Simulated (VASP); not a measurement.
```yaml
crystal:
  lattice:
    - [0.00000, 3.53500, 3.53500]
    - [3.53500, 0.00000, 3.53500]
    - [3.53500, 3.53500, 0.00000]
  atoms:
    - { symbol: K, position: [0.00000, 0.00000, 0.00000] }
    - { symbol: I, position: [0.50000, 0.50000, 0.50000] }
```

These are vdW-DF-cx, VASP's PBE PAW potentials (set 64) (plane waves; VASP) values and carry that method's errors. Numerical set-up: 520 eV cut-off, 7×7×7 Γ-centred mesh, tetrahedra with Blöchl corrections, potentials K_sv I.

Unless said otherwise, spin-orbit coupling is left out, though it shifts the bands of the heavy elements here.

Q: What does the run give for the energy per atom (σ→0), band gap (on the k-mesh) with the smallest direct gap where there is one?

A: 
band gap (on the k-mesh): 4.02 eV
smallest direct gap (on the k-mesh): 4.02 eV
energy per atom (σ→0): -0.729 eV/atom

Total energies compare only between runs with the same potentials, cut-off and functional.

The compound is KI in the rock salt structure. The cell was not relaxed at this level.
